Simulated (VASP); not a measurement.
Here is the system:

```yaml
crystal:
  lattice:
    - [1.56075, -2.70330, 0.00000]
    - [1.56075, 2.70330, 0.00000]
    - [0.00000, 0.00000, 4.99865]
  atoms:
    - { symbol: Al, position: [0.66667, 0.33333, 0.50005] }
    - { symbol: Al, position: [0.33333, 0.66667, 0.00005] }
    - { symbol: N, position: [0.66667, 0.33333, 0.88195] }
    - { symbol: N, position: [0.33333, 0.66667, 0.38195] }
```

Calculation: optB86b-vdW, VASP's PBE PAW potentials (set 64) (plane waves; VASP 6.6.1). Settings: 520 eV cut-off, Gaussian smearing of 0.050 eV, potentials Al N.

What does the run give for the band gap (along the path) with the smallest direct gap where there is one?

```
Property                               Result
------------------------------------  -------
band gap (along the path)             4.19 eV
smallest direct gap (along the path)  4.19 eV
```

Only differences to runs with the same potentials and settings are physical.

The compound is AlN in the wurtzite structure. It was relaxed first.
